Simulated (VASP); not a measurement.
Given:

```xyz
4
Lattice="1.6577 -5.5140 0.0000 1.6577 5.5140 0.0000 0.0000 0.0000 4.5002" Properties=species:S:1:pos:R:3 pbc="T T T"
P      1.6577     4.4660     4.1120
P      1.6577     1.0480     1.8619
P      1.6577    -1.0480     2.6383
P      1.6577    -4.4660     0.3882
```

These are PBE GGA, VASP's PBE PAW potentials (set 64) (plane waves; VASP) values and carry that method's errors. Settings: 480 eV cut-off, 6×6×6 Γ-centred mesh, Gaussian smearing of 0.050 eV, potentials P.

Without a dispersion term in the relaxation, distances and binding between the weakly bound layers, chains or molecules are unreliable, and so is what depends on them.

Question: Predict the energy per atom (σ→0), pressure, largest force.

Answer: 
```json
{
  "energy per atom (σ→0)": "-5.372 eV/atom",
  "pressure": "1.26 GPa",
  "largest_force": "0.209 eV/Å"
}
```

Only differences to runs with the same potentials and settings are physical.

The compound is P in the black structure. This cell was strained or had an atom moved on purpose.
